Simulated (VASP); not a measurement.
**BiSb (space group R3m): computed properties**

Computed with r2SCAN meta-GGA, VASP's PBE PAW potentials (set 64) (plane waves; VASP).

```json
{
  "space_group": "R3m (160)",
  "cell": "a = 4.452 Å, b = 4.452 Å, c = 11.888 Å, α = 90.00°, β = 90.00°, γ = 120.00°",
  "volume_per_atom": "34.00 Å³/atom",
  "band gap (over mesh and band path)": "0.10 eV",
  "smallest direct gap (over mesh and band path)": "0.46 eV",
  "density": "8.08 g/cm³"
}
```

Space group R3m, hexagonal axes (No. 160); a = b = 4.4516 Å, c = 11.8882 Å, α = β = 90.00°, γ = 120.00°

```json
[
 {"atom": "Sb", "site": "3a", "symmetry": "3m", "x": "0.0000", "y": "0.0000", "z": "0.7681"},
 {"atom": "Bi", "site": "3a", "symmetry": "3m", "x": "0.0000", "y": "0.0000", "z": "0.2319"}
]
```
(The calculation used a cell of 2 atoms; values per cell refer to that cell.)

Unless said otherwise, spin-orbit coupling is left out, though it shifts the bands of the heavy elements here.

The structure comes from a computed database's BiSb entry (R3m); how it stands against other phases isn't given here. It was relaxed first. Symmetry was kept, so distortions that lower it aren't found.
